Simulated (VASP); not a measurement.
Calculation: optB86b-vdW, VASP's PBE PAW potentials (set 64) (plane waves; VASP).

The input files of a VASP run:

INCAR:
```
! general
SYSTEM   = KZnF3
PREC     = Accurate
ENCUT    = 520   ! plane-wave cut-off (eV)
LREAL    = .FALSE.
LASPH    = .TRUE.   ! aspherical one-centre terms

! electronic loop
EDIFF    = 1E-7
NELM     = 100   ! most electronic steps
ALGO     = Normal
LMAXMIX  = 4   ! l cut-off of mixed one-centre charges

! smearing
ISMEAR   = 0   ! Gaussian
SIGMA    = 0.05   ! width (eV)

! functional
GGA      = MK
LUSE_VDW = .TRUE.
AGGAC    = 0.0
PARAM1   = 0.1234
PARAM2   = 1.0

! ions
ISIF     = 2

! output
LWAVE    = .FALSE.
LCHARG   = .FALSE.
```

**KPOINTS**
```
Automatic mesh
0
Gamma
6 6 6
0 0 0
```

POSCAR:
```
KZnF3
1
    4.1187494169     0.0000000000     0.0000000000
    0.0000000000     4.1187494169     0.0000000000
    0.0000000000     0.0000000000     4.1187494169
K Zn F
1 1 3
Direct
  0.0000000000   0.0000000000   0.0000000000
  0.5000000000   0.5000000000   0.5000000000
  0.5000000000   0.0000000000   0.5000000000
  0.0000000000   0.5000000000   0.5000000000
  0.5000000000   0.5000000000   0.0000000000
```

POTCAR, in this order: K_sv Zn F (PBE.64 set). Program: vasp_std.

What will the output report for the number of irreducible k-points (NKPTS), largest plane-wave count, number of space-group operations, FFT grid (NGX, NGY, NGZ)?

```json
{
 "number of irreducible k-points (NKPTS)": "20",
 "largest_plane_wave_count": "1924",
 "number_of_space_group_operations": "48",
 "FFT grid (NGX, NGY, NGZ)": "32 × 32 × 32"
}
```

The compound is KZnF3 in the cubic perovskite structure. This cell is one point of a volume scan, at 1.03 of the reference volume.
